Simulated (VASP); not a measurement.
VASP input:

### POSCAR
```
Tc3Ag
6.7564920
  0.0000000000   0.5000000000   0.5000000000
  0.5000000000   0.0000000000   0.5000000000
  0.5000000000   0.5000000000   0.0000000000
Ag Tc
1 3
Cartesian
  0.0000000000   0.0000000000   0.0000000000
  0.5000000000   0.5000000000   0.5000000000
  0.2500000000   0.2500000000   0.2500000000
  0.7500000000   0.7500000000   0.7500000000
```

**KPOINTS**
```
kpoints
0
G
  7 7 7
```

**INCAR**
```
ALGO = Normal
EDIFF = 1E-6
ENCUT = 300
GGA = PE
ISIF = 2
ISMEAR = -1
LASPH = T
LCHARG = F
LMAXMIX = 4
LREAL = F
LWAVE = F
NELM = 100
PREC = Accurate
SIGMA = 0.1
SYSTEM = Tc3Ag
```

POTCAR, in this order: Ag Tc_pv (PBE.64 set). Program: vasp_std.

Task: Write an equivalent input for Ansatz.

Result: One equivalent input (not run):
Ansatz 0.2 input:
```yaml
crystal:
  lattice:
    - [0.0000000, 3.3782460, 3.3782460]
    - [3.3782460, 0.0000000, 3.3782460]
    - [3.3782460, 3.3782460, 0.0000000]
  atoms:
    - { symbol: Ag, position: [0.0000000, 0.0000000, 0.0000000] }
    - { symbol: Tc, position: [0.5000000, 0.5000000, 0.5000000] }
    - { symbol: Tc, position: [0.2500000, 0.2500000, 0.2500000] }
    - { symbol: Tc, position: [0.7500000, 0.7500000, 0.7500000] }
kpoints:
  mp_grid: { grid: [7, 7, 7] }
hamiltonian:
  xc: pbe
  pseudopotentials: { kind: paw }
scf:
  occupations: { method: fermi_dirac, width: 0.1 }
  max_iter: 100
output: { forces: true, stress: true, eigenvalues: true }
```
The two are equivalent in intent, not identical: each code has its own PAW files, so the cut-off isn't converted (ENCUT is set for VASP's; basis.ecutwfc is left out, and Ansatz then takes the one that its files recommend); Ansatz stops its SCF on the density residual and VASP on the energy change (EDIFF).

The structure was generated: Tc3Ag was put into an ordered model structure, which need not be its known phase. The cell was not relaxed at this level.
